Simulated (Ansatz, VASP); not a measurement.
# Sb (antimonene bilayer, AA): VASP beside Ansatz

Wanted: the spread between two codes on one cell, functional and k mesh. The structure shown is the start of the Ansatz relaxation below; VASP solves that cell, so the two are compared at the walk's first step.

Main program and level: Ansatz 0.2.0; plane waves, with VASP 6.6.1 beside it; single point at PBE with D3(BJ).

### Step 1. The structure

The cell holds 4 atoms: 4 Sb. Its edges and angles: a = 4.120 Å, b = 4.120 Å, c = 43.600 Å, α = 90.0°, β = 90.0°, γ = 120.0°. Vacuum lies along c.

### Step 2. Ansatz: relaxation, PBE with D3(BJ)

Ansatz runs on its PAW soft_1 files.

The two programs are compared at the cell with which this relaxation starts, whose forces are those of its first step.

input.yaml

```yaml
crystal:
  lattice:
    - [4.12, 0.0, 0.0]
    - [-2.06, 3.5680246636, 0.0]
    - [0.0, 0.0, 43.5999999986]
  atoms:
    - { symbol: Sb, position: [0.6666666667, 0.3333333333, 0.4277522936] }
    - { symbol: Sb, position: [0.3333333333, 0.6666666667, 0.4655963303] }
    - { symbol: Sb, position: [0.6666666667, 0.3333333333, 0.5344036697] }
    - { symbol: Sb, position: [0.3333333333, 0.6666666667, 0.5722477064] }
  periodic: [true, true, false]
kpoints:
  mp_grid: { grid: [12, 12, 1] }
hamiltonian:
  xc: pbe
  dispersion: d3bj
  pseudopotentials: { kind: paw, azcp: { folder: soft_1 } }
scf:
  occupations: { method: fermi_dirac, width: 0.05 }
  convergence: { dr2_threshold: 1.0e-09 }
relax:
  f_tol: 0.004
  max_steps: 90
  cell: {}
output:
  write_potential: true
  write_density: true
  volumetric_format: npy
```

Command:

```console
$ ansatz run input.yaml --threads 4 --pin off --max-ram 6144MiB --backend cpu --events-out ev --progress --plain --runs-dir out
```

Numbers of over 12 decimals in the logs are rounded to 6 here.

The log of the run:

```text
Warning: relax.cell: scf.convergence.dr2_threshold = 1e-9 eV is looser than the 1.50551394521e-10 eV advised for a relaxation that steers and ends on the stress (1e-10 eV for each atom of the cell: 4, times the square of relax.cell.stress_2d_tol = 0.05 N/m over 16.3 Å (the atoms' height at the walk's start and 5 Å past either face), 3.067e-2 GPa, over a crystal's default 0.05). What an SCF threshold leaves in a stress goes as its square root, and in the free energy as the threshold itself, and one threshold admits the most on a small cell: [figures from the program's tests cut] Set scf.convergence.dr2_threshold to 1.50551394521e-10 eV or tighter. [rest of the remark cut]
Engine: ansatz 0.2.0, x86_64-unknown-linux-gnu
Pseudopotentials: kind: paw
Pseudopotential: Sb, paw, valence charge 15, recommended cutoff 420 eV (normal), soft_1/Sb.paw.azcp
Functional definition: PBE
  parameter kappa = 0.804
  parameter beta = 0.066725
  exchange = pbe_x(kappa = kappa, mu = beta*pi^2/3)
  correlation = pbe_c(beta = beta)
Crystal: 4 atoms, lattice volume = 640.931 Å³
Basis set: ecut = 420 eV, 12397 PW (Γ), exchange–correlation on 60×60×600 points (8 copies of the dense FFT grid, shifted against one another)
Bands: 36, of which v1, the nominal top of the filled ones, is band 30 counted from 1 (29 counted from 0)
Symmetry: 12 space group operations
Space group: P-3m1 (ITA 164), of the structure as read, at distance tolerance 8.6e-5 Å
k-points: 19 of 144
Non-local potential: Sb, projectors of the file, l = 0: 2, l = 1: 2, l = 2: 2, l = 3: 1
PAW form: soft (Blöchl's): semilocal exchange-correlation on the pseudo side does not see the compensation charge
PAW one-centre angular grid: Sb, 590 points (default); XC on 64 Gauss nodes
Initial density: superposition of atomic densities (neutral atoms: chi_scale 0, normalization atom)
Initial wavefunctions: pseudopotential atomic-orbital guess
Functional: x = pbe(κ = 0.804, μ = 0.219515), c = pbe(β = 0.066725)
iter 1 solved again at ethr=7.17e-4 eV; its pass at ethr=3.10e-3 eV (dr2=4.30e-1 eV) is discarded
SCF iter   1: F=—  HF=-25939.303957 eV  |F-HF|=—  |Δ(HF+E_count)|=         —  Δρ=8.13e-3  dr2=4.33e-1  ethr=7.17e-4  ⟨swp⟩=2.0  Hψ=5441  notcnv=0
preconditioner: auto → LDOS  [insulator: Δε(μ)=0.370 eV  Ē_g=7.371 eV  σ=0.050 eV  W_gap=0.95  n_scr=66 (ndim 8)  ℏωp=6.6 eV  f_vac=0.753  D(μ)=0.08/eV (n_scr^D=2)  ε∞_Penn≈1.8  β→1.0]
SCF iter   2: F=—  HF=-25939.276140 eV  |F-HF|=—  |Δ(HF+E_count)|=   2.78e-2  Δρ=1.62e-3  dr2=1.38e-1  ethr=7.17e-4  ⟨swp⟩=4.2  Hψ=1126  notcnv=0
SCF iter   3: F=—  HF=-25939.315244 eV  |F-HF|=—  |Δ(HF+E_count)|=   3.91e-2  Δρ=2.55e-3  dr2=5.04e-1  ethr=2.30e-4  ⟨swp⟩=5.1  Hψ=1452  notcnv=0  recentre
SCF iter   4: F=—  HF=-25939.257841 eV  |F-HF|=—  |Δ(HF+E_count)|=   5.74e-2  Δρ=4.74e-4  dr2=1.44e-3  ethr=2.30e-4  ⟨swp⟩=3.8  Hψ=1201  notcnv=0  defer=12
SCF iter   5: F=—  HF=-25939.257934 eV  |F-HF|=—  |Δ(HF+E_count)|=   9.25e-5  Δρ=1.55e-4  dr2=2.13e-4  ethr=2.40e-6  ⟨swp⟩=3.6  Hψ=1603  notcnv=0  defer=12
SCF iter   6: F=—  HF=-25939.257889 eV  |F-HF|=—  |Δ(HF+E_count)|=   4.47e-5  Δρ=3.02e-5  dr2=4.43e-6  ethr=3.55e-7  ⟨swp⟩=3.2  Hψ=1380  notcnv=0  defer=12
SCF iter   7: F=—  HF=-25939.257861 eV  |F-HF|=—  |Δ(HF+E_count)|=   2.78e-5  Δρ=8.27e-6  dr2=4.50e-7  ethr=7.38e-9  ⟨swp⟩=3.1  Hψ=1462  notcnv=0  defer=12
SCF iter   8: F=—  HF=-25939.257862 eV  |F-HF|=—  |Δ(HF+E_count)|=   9.43e-8  Δρ=2.75e-6  dr2=6.59e-8  ethr=7.51e-10  ⟨swp⟩=3.0  Hψ=1423  notcnv=0  defer=12
SCF iter   9: F=—  HF=-25939.257862 eV  |F-HF|=—  |Δ(HF+E_count)|=  9.60e-10  Δρ=8.75e-7  dr2=4.61e-9  ethr=1.10e-10  ⟨swp⟩=2.9  Hψ=1383  notcnv=0  defer=12
SCF iter  10: F=-25939.257862 eV  HF=-25939.257862 eV  |F-HF|=8.40e-10  |Δ(HF+E_count)|=   2.50e-9  Δρ=1.55e-7  dr2=1.95e-10  ethr=1.67e-12  ⟨swp⟩=12.1  Hψ=5193  notcnv=0
SCF 1 converged in 10 iterations: F = -25939.257862 eV  dr2 = 1.95e-10
  Residual-converged pass: ⟨swp⟩=1.1  Hψ=761  notcnv=0  max |occ|·‖R‖ = 6.8e-9 eV (tolerance 1.0e-8 eV)  dr2=1.95e-10  dr2_onsite=2.64e-11  max |Δocc| = 3.2e-13
  greatest PAW one-centre occupation: 0.996 electrons in one spin orbital (limit 2), on the Sb atom at site 2 (counted from 0), in its partial waves of l = 2
[...]
SCF iter   2: F=—  HF=-25939.266915 eV  |F-HF|=—  |Δ(HF+E_count)|=   2.68e-5  Δρ=1.22e-4  dr2=3.07e-4  ethr=2.40e-7  ⟨swp⟩=3.0  Hψ=1435  notcnv=0
SCF iter   3: F=—  HF=-25939.266840 eV  |F-HF|=—  |Δ(HF+E_count)|=   7.53e-5  Δρ=2.72e-5  dr2=4.06e-5  ethr=2.40e-7  ⟨swp⟩=3.1  Hψ=1409  notcnv=0
SCF iter   4: F=—  HF=-25939.266830 eV  |F-HF|=—  |Δ(HF+E_count)|=   1.02e-5  Δρ=1.32e-5  dr2=4.57e-6  ethr=6.76e-8  ⟨swp⟩=2.4  Hψ=881  notcnv=0
SCF iter   5: F=—  HF=-25939.266808 eV  |F-HF|=—  |Δ(HF+E_count)|=   2.23e-5  Δρ=4.20e-6  dr2=3.17e-7  ethr=7.62e-9  ⟨swp⟩=2.8  Hψ=1213  notcnv=0
SCF iter   6: F=—  HF=-25939.266808 eV  |F-HF|=—  |Δ(HF+E_count)|=   1.05e-9  Δρ=7.58e-7  dr2=8.69e-9  ethr=5.29e-10  ⟨swp⟩=2.3  Hψ=893  notcnv=0
SCF iter   7: F=-25939.266808 eV  HF=-25939.266808 eV  |F-HF|=2.87e-10  |Δ(HF+E_count)|=   3.80e-9  Δρ=2.65e-7  dr2=3.70e-10  ethr=1.67e-12  ⟨swp⟩=10.4  Hψ=5782  notcnv=0
SCF 5 converged in 7 iterations: F = -25939.266808 eV  dr2 = 3.70e-10
relax step   5: F+E_penalty+E_count = -25939.26680773 eV  Δ(F+E_penalty+E_count) = -5.822e-4 eV  max|allowed force component| = 1.036e-2 eV/Å  Δτ_max = 0.0055 Å  P = -0.017 N/m  Ω = 628.867 Å³  energy of the carried Pulay correction = +2.529e-4 eV  fix = [c, alpha, beta]  reactions: c -0.000 N/m  (7 SCF iters, accepted)
[...]
relax step   6: F+E_penalty+E_count = -25939.26683090 eV  Δ(F+E_penalty+E_count) = -2.317e-5 eV  max|allowed force component| = 3.180e-4 eV/Å  Δτ_max = 0.0037 Å  P = +0.003 N/m  Ω = 628.714 Å³  energy of the carried Pulay correction = +2.561e-4 eV  fix = [c, alpha, beta]  reactions: c +0.000 N/m  (6 SCF iters, accepted)
[...]
relax step   7: F+E_penalty+E_count = -25939.26657616 eV  Δ(F+E_penalty+E_count) = +2.547e-4 eV  max|allowed force component| = 4.238e-4 eV/Å  Δτ_max = 0.0000 Å  P = +0.003 N/m  Ω = 628.714 Å³  fix = [c, alpha, beta]  reactions: c +0.000 N/m  stress off target by 2.51e-3 N/m on what of the cell is left free  SCF on the basis re-selected at this cell (its energy is not comparable with the rows above)  (7 SCF iters)
basis re-selected at this cell: Δ(F+E_penalty+E_count) = +2.547e-4 eV, ΔP = -0.000 N/m vs the last step (what re-selecting the basis moved, of the pressure what is left beyond the Pulay correction that the steps carried, after the strain that the cell walked since its last selection, with what the two solves' SCF thresholds leave and, on support functions, any second-order correction that the steps lacked; it is no m [...]
SCF converged after 7 iterations
Free energy (F): -25939.266576 eV
Harris-Foulkes:  -25939.266576 eV  (|F-HF|=1.71e-10)
Internal energy: -25939.264362 eV  (E = F + TS)
E sigma→0 (E₀):  -25939.265469 eV
Entropy (-TS):   -0.002215 eV (-0.554 meV/atom)
Fermi energy:    -4.190876 eV
--- Per-component energies (eV) ---
  E_band       = -1518.646614
  E_kinetic    = 649.298786
  E_local      = -188043.101087  (includes V_loc(G=0)·N_el)
  E_nonlocal   = 1558.791626
  E_hartree    = 93052.411288
  E_xc         = -393.933181
  E_vxc        = -360.847960  (∫ρ·V_xc dr)
  E_paw        = -18174.123466  (= ΣΔE_a)
  E_vpaw       = -1427.609805  (= ΣTr[D̂ρ^β])
  E_aug_tail   = 0.000551  (compensation charges beyond the density's cutoff)
  E_ewald      = 85412.679384
  E_disp       = -1.288262  (pairwise vdW)
  E_smearing   = -0.002215  (= −TS)
  E_closure    = 0.000000  (closes the sum)
  Σ components = -25939.266576   (vs F -25939.266576, Δ=0.00e0)
--- Forces (eV/Å), atoms counted from 1 ---
  atom   1  Sb     0.00000000    -0.00000000    -0.00028807
  atom   2  Sb     0.00000000     0.00000000     0.00042382
  atom   3  Sb     0.00000000    -0.00000000    -0.00042382
  atom   4  Sb     0.00000000     0.00000000     0.00028807
  max |Σ_I F_I| component: 4.63e-18 eV/Å
--- 2D stress c σ (N/m, compression-positive) ---
        0.002508      -0.000000       0.000000
       -0.000000       0.002508       0.000000
        0.000000       0.000000       0.000000
  P = ½ c Tr σ = 0.0025 N/m
--- Band table (eV; the first three rows and the last of 19) ---
  k-point 0: bands = [... 26 lower, -4.9118, -4.6744, -4.6744, -4.5828, -3.2327, -2.2033, -2.0795, -2.0795, ... 2 higher]
  k-point 1: bands = [... 26 lower, -5.4041, -5.0947, -4.8445, -4.3446, -2.7243, -2.3675, -2.1536, -1.9643, ... 2 higher]
  k-point 2: bands = [... 26 lower, -5.8161, -5.4958, -5.2237, -4.5181, -3.1856, -2.6197, -1.7774, -1.6670, ... 2 higher]
  k-point 18: bands = [... 26 lower, -7.3675, -7.3675, -6.1764, -6.1764, -4.1150, -2.7723, -1.8799, -1.8799, ... 2 higher]
  the weakly bound empty levels are not read free of the cell's end (no_gap_told)
--- Relaxed structure (6 steps of the walk, 5 accepted, 1 SCFs on fresh bases) ---
  F+E_penalty+E_count = -25939.26657616 eV   max|allowed force component| = 4.238e-4 eV/Å   (the final SCF, on the basis selected at the relaxed cell)
  cell:  # Å, volume = 628.7137 Å³
    - [4.080542, 0.0, 0.0]
    - [-2.040271, 3.533853, 0.0]
    - [0.0, 0.0, 43.5999999986]
  atoms:
    - { symbol: Sb, position: [0.666667, 0.333333, 0.428061] }
    - { symbol: Sb, position: [0.333333, 0.666667, 0.465925] }
    - { symbol: Sb, position: [0.666667, 0.333333, 0.534075] }
    - { symbol: Sb, position: [0.333333, 0.666667, 0.571939] }
```

The column dr2 measures how far the density is from self-consistency, as an energy; F and HF (Harris–Foulkes) agree once it is small.

### Step 3. VASP: single point, PBE with D3(BJ), start cell

The same cell, functional, mesh and smearing now go to VASP, with its own data sets.

Lines of VASP's logs that name or quote its potential files are left out, and so is its time.

INCAR

```
SYSTEM = Sb
PREC = Accurate
ENCUT = 400
EDIFF = 1E-06
NELM = 120
ISMEAR = -1
SIGMA = 0.05
LREAL = .FALSE.
ALGO = Normal
GGA = PE
IVDW = 12
NBANDS = 16
LORBIT = 11
LWAVE = .FALSE.
LCHARG = .FALSE.
ISIF = 2
LDIPOL = .TRUE.
IDIPOL = 3
DIPOL = 0.5 0.5 0.5
LVHAR = .TRUE.
LASPH = .TRUE.
GGA_COMPAT = .FALSE.
EFERMI = MIDGAP
NELMDL = -8
KPAR = 2
```

POSCAR

```
Sb
1.0
    4.1200000000      0.0000000000      0.0000000000
   -2.0600000000      3.5680250000      0.0000000000
    0.0000000000      0.0000000000     43.6000000000
Sb
4
Direct
    0.6666667134      0.3333334268      0.4277522936
    0.3333332866      0.6666665732      0.4655963303
    0.6666667134      0.3333334268      0.5344036697
    0.3333332866      0.6666665732      0.5722477064
```

KPOINTS

```
Automatic mesh
0
Gamma
12 12 1
0 0 0
```

PAW data sets: Sb (PBE family, release 64).

Command:

```console
$ mpirun -np 2 vasp_std
```

The log of the run:

```text
[banner, memory and clock lines left out]
running    2 mpi-ranks, on    1 nodes
 distrk:  each k-point on    1 cores,    2 groups
 distr:  one band on    1 cores,    1 groups

 POSCAR found type information on POSCAR Sb
 POSCAR found :  1 types and       4 ions
 LDA part: xc-table for (Slater+PW92), standard interpolation
 POSCAR, INCAR and KPOINTS ok, starting setup
 FFT: planning ... GRIDC
 FFT: planning ... GRID_SOFT
 FFT: planning ... GRID
 WAVECAR not read
 entering main loop
       N       E                     dE             d eps       ncg     rms          rms(c)
DAV:   1     0.116639927376E+03    0.11664E+03   -0.44070E+03   608   0.634E+02
DAV:   2    -0.420872265623E+01   -0.12085E+03   -0.11359E+03   960   0.121E+02
DAV:   3    -0.160211325373E+02   -0.11812E+02   -0.11738E+02   848   0.467E+01
DAV:   4    -0.162900640172E+02   -0.26893E+00   -0.26861E+00   832   0.902E+00
DAV:   5    -0.163017358719E+02   -0.11672E-01   -0.11671E-01   936   0.202E+00
DAV:   6    -0.163019189277E+02   -0.18306E-03   -0.18306E-03   912   0.208E-01
DAV:   7    -0.163019222079E+02   -0.32802E-05   -0.32800E-05   984   0.269E-02
DAV:   8    -0.163019222912E+02   -0.83293E-07   -0.83198E-07   696   0.355E-03    0.414E+00
DAV:   9    -0.162575983425E+02    0.44324E-01   -0.24826E-02   720   0.783E-01    0.255E+00
DAV:  10    -0.162300376555E+02    0.27561E-01   -0.60164E-02   792   0.124E+00    0.125E-01
DAV:  11    -0.162303985678E+02   -0.36091E-03   -0.21800E-03   872   0.263E-01    0.776E-02
DAV:  12    -0.162304654746E+02   -0.66907E-04   -0.75114E-04   808   0.141E-01    0.239E-02
DAV:  13    -0.162304618229E+02    0.36517E-05   -0.52299E-05   816   0.375E-02    0.135E-02
DAV:  14    -0.162304774060E+02   -0.15583E-04   -0.74065E-05   808   0.330E-02    0.644E-03
DAV:  15    -0.162305147831E+02   -0.37377E-04   -0.72334E-06   688   0.108E-02    0.443E-03
DAV:  16    -0.162306027402E+02   -0.87957E-04   -0.18827E-05   664   0.134E-02    0.205E-03
DAV:  17    -0.162306269526E+02   -0.24212E-04   -0.22630E-06   688   0.478E-03    0.137E-03
DAV:  18    -0.162306529905E+02   -0.26038E-04   -0.24690E-06   640   0.452E-03    0.651E-04
DAV:  19    -0.162306669289E+02   -0.13938E-04   -0.28865E-07   640   0.149E-03    0.318E-04
DAV:  20    -0.162306733865E+02   -0.64576E-05   -0.20524E-07   584   0.100E-03    0.248E-04
DAV:  21    -0.162306777567E+02   -0.43702E-05   -0.14513E-07   600   0.811E-04    0.841E-05
DAV:  22    -0.162306789161E+02   -0.11594E-05   -0.10495E-08   432   0.338E-04    0.714E-05
DAV:  23    -0.162306802190E+02   -0.13029E-05   -0.22592E-08   496   0.319E-04    0.366E-05
DAV:  24    -0.162306805824E+02   -0.36338E-06   -0.35971E-09   376   0.172E-04
   1 F= -.17488641E+02 E0= -.17487857E+02  d E =-.156895E-02
```

Parts of OUTCAR (step 3):

```text
ion  position               nearest neighbor table
   1  0.667  0.333  0.428-   2 2.89   2 2.89   2 2.89
   2  0.333  0.667  0.466-   1 2.89   1 2.89   1 2.89
   3  0.667  0.333  0.534-   4 2.89   4 2.89   4 2.89
   4  0.333  0.667  0.572-   3 2.89   3 2.89   3 2.89

  LATTYP: Found a hexagonal cell.
 ALAT       =     4.1200000000
 C/A-ratio  =    10.5825242718

 Subroutine GETGRP returns: Found 12 space group operations
 (whereof 12 operations were pure point group operations)

The static configuration has the point symmetry D_3d.

 Found     19 irreducible k-points:

   k-points           NKPTS =     19   k-points in BZ     NKDIM =     19   number of bands    NBANDS=     16

   dimension x,y,z NGX =    28 NGY =   28 NGZ =  288
   dimension x,y,z NGXF=    56 NGYF=   56 NGZF=  576

   ENCUT  =  400.0 eV  29.40 Ry    5.42 a.u.   6.72  6.72 71.10*2*pi/ulx,y,z

   NELECT =      20.0000    total number of electrons

 k-points in reciprocal lattice and weights: Automatic mesh
   0.00000000  0.00000000  0.00000000       0.007
   0.08333333  0.00000000  0.00000000       0.042
   0.16666667  0.00000000  0.00000000       0.042
   0.25000000 -0.00000000  0.00000000       0.042
   0.33333333 -0.00000000  0.00000000       0.042
   0.41666667  0.00000000  0.00000000       0.042
   0.50000000 -0.00000000  0.00000000       0.021
   0.08333333  0.08333333  0.00000000       0.042
   0.16666667  0.08333333  0.00000000       0.083
[...]
0.33333333  0.25000000  0.00000000       0.083
   0.33333333  0.33333333  0.00000000       0.014

 dipolmoment           0.000000      0.000000      0.000000 electrons x Angstroem

 average (electrostatic) potential at core
       1 -94.9598       2 -95.0211       3 -95.0211       4 -94.9598

 E-fermi :  -2.0307

 k-point     1 :       0.0000    0.0000    0.0000
  band No.  band energies     occupation
    ...
      6      -2.8462      2.00000
      7      -2.8462      2.00000
      8      -2.6216      1.99999
      9      -2.6216      1.99999
     10      -2.4497      1.99954
     11      -1.2803      0.00000
     12      -0.2264      0.00000
     13      -0.0223      0.00000
     14      -0.0223      0.00000
     15       0.0613      0.00000
    ...

 k-point     2 :       0.0833    0.0000    0.0000
  band No.  band energies     occupation
    ...
      6      -3.5574      2.00000
      7      -3.3121      2.00000
      8      -3.0212      2.00000
      9      -2.7845      2.00000
     10      -2.2141      1.95024
     11      -0.7328      0.00000
     12      -0.3517      0.00000
     13      -0.0989      0.00000
     14       0.0925      0.00000
     15       0.2627      0.00000
    ...

 k-point     3 :       0.1667    0.0000    0.0000
  band No.  band energies     occupation
    ...
      6      -4.4826      2.00000
      7      -3.6137      2.00000
      8      -3.4070      2.00000
      9      -3.1497      2.00000
     10      -2.3821      1.99823
     11      -1.1130      0.00000
     12      -0.5430      0.00000
     13       0.2865      0.00000
     14       0.3337      0.00000
     15       0.6806      0.00000
    ...

 Edisp (eV)   -1.25796

  Total      -0.81496    -0.81496    -0.29673     0.00000     0.00000     0.00000
  in kB      -2.03721    -2.03721    -0.74176     0.00000     0.00000     0.00000
  external pressure =       -1.61 kB  Pullay stress =        0.00 kB

  energy-cutoff  :      400.00
  volume of cell :      640.93
      direct lattice vectors                 reciprocal lattice vectors
     4.120000000  0.000000000  0.000000000     0.242718447  0.140133547  0.000000000
    -2.060000000  3.568025000  0.000000000     0.000000000  0.280267095  0.000000000
     0.000000000  0.000000000 43.600000000     0.000000000  0.000000000  0.022935780

 POSITION                                       TOTAL-FORCE (eV/Angst)
 -----------------------------------------------------------------------------------
      2.06000      1.18934     18.65000        -0.000000     -0.000000      0.054043
      0.00000      2.37868     20.30000         0.000000      0.000000     -0.019417
      2.06000      1.18934     23.30000        -0.000000     -0.000000      0.019417
      0.00000      2.37868     24.95000         0.000000     -0.000000     -0.054043
 -----------------------------------------------------------------------------------
    total drift:                                0.000000     -0.000000     -0.000000

  FREE ENERGIE OF THE ION-ELECTRON SYSTEM (eV)
  ---------------------------------------------------
  free  energy   TOTEN  =       -17.4886412375 eV

  energy  without entropy=      -17.4870722850  energy(sigma->0) =      -17.48785676

 vacuum level on the upper side and lower side of the slab         2.155         2.155

 total charge
# of ion       s       p       d       tot
------------------------------------------
    1        1.213   1.161   0.025   2.400
    2        1.216   1.152   0.029   2.397
    3        1.216   1.152   0.029   2.397
    4        1.213   1.161   0.025   2.400
--------------------------------------------------
tot          4.857   4.627   0.108   9.592

[... 3 further parts left out ...]
```

### Step 4. Differences

Known differences besides the potentials themselves: Ansatz cuts the interaction across the vacuum, VASP repeats the sheet with a dipole correction; the data sets hold 60 valence electrons in Ansatz (on its PAW soft_1 files) and 20 in VASP; the cutoff is 420 eV in Ansatz and 400 eV in VASP. Total energies have different zeros and are not compared.

Forces (eV/Å; atoms numbered as in POSCAR):

| atom | Ansatz x, y, z | VASP x, y, z |
| --- | --- | --- |
| Sb1 | 0.000, 0.000, 0.127 | 0.000, 0.000, 0.054 |
| Sb2 | 0.000, 0.000, -0.099 | 0.000, 0.000, -0.019 |
| Sb3 | 0.000, 0.000, 0.099 | 0.000, 0.000, 0.019 |
| Sb4 | 0.000, 0.000, -0.127 | 0.000, 0.000, -0.054 |

The forces differ by 44 meV/Å r.m.s., which is 187.1 % of the r.m.s. force of 0.023 eV/Å (both taken over all components). With vacuum in the cell, a pressure given here is an average over mostly empty space and none of the material.

### Step 5. Summary of results

| Quantity | Value |
| --- | --- |
| r.m.s. force difference (single point, PBE with D3(BJ), start cell) | 44 meV/Å |

**Reading.** The r.m.s. force difference is 44 meV/Å (single point, PBE with D3(BJ), start cell), beyond the 12 meV/Å picked in this series as the mark of a large difference. The data sets hold unlike numbers of valence electrons (60 in Ansatz and 20 in VASP), so part of the differences comes from the potentials. What causes the difference of the single point, PBE with D3(BJ), start cell pair stays open here. 1 further run of this series is not shown here. Such differences can come from data sets, numerical settings and the points named under the comparisons, not from the functional's error against experiment.

[Lines on the potential files, build, host, timing and source positions are cut from VASP's logs without a mark.]

[Logs are printed without paths, hosts, clocks, repeated set-up lines and the standing remarks that a program may print on its own settings, such as how far it seeks lower states.]

[Hosts, paths, dates, database ids (printed as entryN), source tags and the programs' standing remarks are cut or masked in the printed files.]
